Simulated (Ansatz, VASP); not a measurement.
## AlSn in VASP and in Ansatz

```
CELL_PARAMETERS angstrom
4.14137 0.00000 0.00000
-2.07068 3.58653 0.00000
0.00000 0.00000 3.26215
ATOMIC_POSITIONS crystal
Al 0.00000 0.00000 0.00000
Sn 0.33333 0.66667 0.50000
```

Change from the starting cell: volume scaled by 0.96, PAW files.

Alike in both runs: task electric field gradients; functional PBEsol; k mesh 11 × 11 × 12; occupations fermi-dirac, width 0.05 eV; no spin polarisation.

|  | VASP | Ansatz |
| --- | --- | --- |
| version | VASP 6.6.1 | Ansatz 0.2.0 |
| potentials or method | VASP PAW PBE potentials, release 64 (Al, Sn_d) | PAW with Ansatz's default frozen-core files, scalar-relativistic |
| plane-wave cutoff (eV) | 520 | 420 |
| valence electrons in the cell | 17 | 17 |

```csv
,VASP,Ansatz,Ansatz less VASP
pressure (GPa),0.0,0.0,+0.04
largest component of the traceless stress (GPa),0.72,0.71,-0.008
Vzz of the field gradient on the site that differs most (V/Å²),78.0,81.8,+3.78
```

Ansatz warned: «gradients_without_spin_orbit».

Caveats: the PAW data sets were made with another functional, which shifts forces and pressure a little (VASP).
